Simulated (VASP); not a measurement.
AsC, 2 atoms in the cell. Symmetry: Fm-3m, No. 225, cubic system. The conventional cell has a = 4.447 Å, b = 4.447 Å, c = 4.447 Å, α = 90.00°, β = 90.00°, γ = 90.00°. C (site symmetry m-3m) has 6 As at 2.22 Å as nearest neighbours. As (site symmetry m-3m) has 6 C at 2.22 Å as nearest neighbours. The cell was built by a generator and needn't be a form met in nature.

| Item | Value |
| --- | --- |
| Program | VASP 6.6.1 |
| Task | single point |
| Functional | r2SCAN |
| Potentials or basis | VASP PAW PBE potentials, release 64 (C, As) |
| Cutoff | 520 eV |
| k mesh | 6 × 6 × 6 |
| Occupations | fermi-dirac, width 0.1 eV |
| Spin | no spin polarisation |
| Dipole correction | no |
| Further INCAR settings | ALGO = Normal; EDIFF = 1e-07; NBANDS = 12 |

Potentials or basis: VASP PAW PBE potentials, release 64 (C, As).

Command:

```bash
$ cat potpaw_PBE.64/C/POTCAR potpaw_PBE.64/As/POTCAR > POTCAR
$ cp INCAR.step1 INCAR
$ mpirun -np 1 vasp_std > vasp.out
$ cp INCAR.step2 INCAR
$ mpirun -np 1 vasp_std > vasp.out
```

Hardware: 1 thread of Intel(R) Xeon(R) 6975P-C (Granite Rapids) (shared host).

**Question.** How long does it take, and how much memory?

**Answer.** Run time: 16 s on 1 thread of Intel(R) Xeon(R) 6975P-C (Granite Rapids) (shared host), peak memory 0.13 GiB. Counts: scf iterations 11, k points 16.
